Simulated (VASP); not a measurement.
An input for Ansatz (written as the equivalent of a VASP run, and not itself run):

Ansatz 0.2 input:
```yaml
crystal:
  lattice:
    - [11.8185060, 0.0000000, 0.0000000]
    - [0.0000000, 4.0753470, 0.0000000]
    - [0.0000000, 0.0000000, 11.3771360]
  atoms:
    - { symbol: Bi, position: [0.0175500, 0.2500000, 0.3263400] }
    - { symbol: Bi, position: [0.9824500, 0.7500000, 0.6736600] }
    - { symbol: Bi, position: [0.4824500, 0.7500000, 0.8263400] }
    - { symbol: Bi, position: [0.5175500, 0.2500000, 0.1736600] }
    - { symbol: Bi, position: [0.1564700, 0.7500000, 0.0326400] }
    - { symbol: Bi, position: [0.8435300, 0.2500000, 0.9673600] }
    - { symbol: Bi, position: [0.3435300, 0.2500000, 0.5326400] }
    - { symbol: Bi, position: [0.6564700, 0.7500000, 0.4673600] }
    - { symbol: S, position: [0.4517900, 0.7500000, 0.3712500] }
    - { symbol: S, position: [0.5482100, 0.2500000, 0.6287500] }
    - { symbol: S, position: [0.0482100, 0.2500000, 0.8712500] }
    - { symbol: S, position: [0.9517900, 0.7500000, 0.1287500] }
    - { symbol: S, position: [0.1216000, 0.7500000, 0.4435500] }
    - { symbol: S, position: [0.8784000, 0.2500000, 0.5564500] }
    - { symbol: S, position: [0.3784000, 0.2500000, 0.9435500] }
    - { symbol: S, position: [0.6216000, 0.7500000, 0.0564500] }
    - { symbol: S, position: [0.7106400, 0.2500000, 0.3086600] }
    - { symbol: S, position: [0.2893600, 0.7500000, 0.6913400] }
    - { symbol: S, position: [0.7893600, 0.7500000, 0.8086600] }
    - { symbol: S, position: [0.2106400, 0.2500000, 0.1913400] }
kpoints:
  mp_grid: { grid: [1, 1, 1] }
hamiltonian:
  xc: pbe
  pseudopotentials: { kind: paw }
scf:
  occupations: { method: fermi_dirac, width: 0.05 }
  max_iter: 100
output: { forces: true, stress: true, eigenvalues: true }
```

Question: Translate this input to VASP (INCAR, KPOINTS, POSCAR, choice of POTCAR).

Answer: One answer among several that fit: 
File POSCAR:
```
Bi2S3
1
   11.8185060000     0.0000000000     0.0000000000
    0.0000000000     4.0753470000     0.0000000000
    0.0000000000     0.0000000000    11.3771360000
Bi S
8 12
Direct
  0.0175500000   0.2500000000   0.3263400000
  0.9824500000   0.7500000000   0.6736600000
  0.4824500000   0.7500000000   0.8263400000
  0.5175500000   0.2500000000   0.1736600000
  0.1564700000   0.7500000000   0.0326400000
  0.8435300000   0.2500000000   0.9673600000
  0.3435300000   0.2500000000   0.5326400000
  0.6564700000   0.7500000000   0.4673600000
  0.4517900000   0.7500000000   0.3712500000
  0.5482100000   0.2500000000   0.6287500000
  0.0482100000   0.2500000000   0.8712500000
  0.9517900000   0.7500000000   0.1287500000
  0.1216000000   0.7500000000   0.4435500000
  0.8784000000   0.2500000000   0.5564500000
  0.3784000000   0.2500000000   0.9435500000
  0.6216000000   0.7500000000   0.0564500000
  0.7106400000   0.2500000000   0.3086600000
  0.2893600000   0.7500000000   0.6913400000
  0.7893600000   0.7500000000   0.8086600000
  0.2106400000   0.2500000000   0.1913400000
```

### KPOINTS
```
Regular mesh
0
gamma
1 1 1
```

INCAR:
```
# general
SYSTEM  = Bi2S3
PREC    = Accurate
ENCUT   = 300
LREAL   = Auto
LASPH   = .True.

# electronic loop
EDIFF   = 1E-6
NELM    = 100
ALGO    = Normal
LMAXMIX = 4

# smearing
ISMEAR  = -1
SIGMA   = 0.05

# functional
GGA     = PE

# ions
ISIF    = 2

# output
LWAVE   = .False.
LCHARG  = .False.
```

POTCAR, in this order: Bi_d S (PBE.64 set). Program: vasp_std.

What does not carry over: each code has its own PAW files, so the cut-off isn't converted (ENCUT is set for VASP's; basis.ecutwfc is left out, and Ansatz then takes the one that its files recommend); Ansatz stops its SCF on the density residual and VASP on the energy change (EDIFF).

The structure comes from a computed database's Bi2S3 entry, a phase known from measurement. The cell was not relaxed at this level. The k-mesh is coarse (spacing up to 1.54 per Å, 2π included), so the numbers may not be converged in it. The run is one of a series of settings (KPOINTS 1×1×1 Γ-centred mesh against the base run), some of them coarse on purpose.
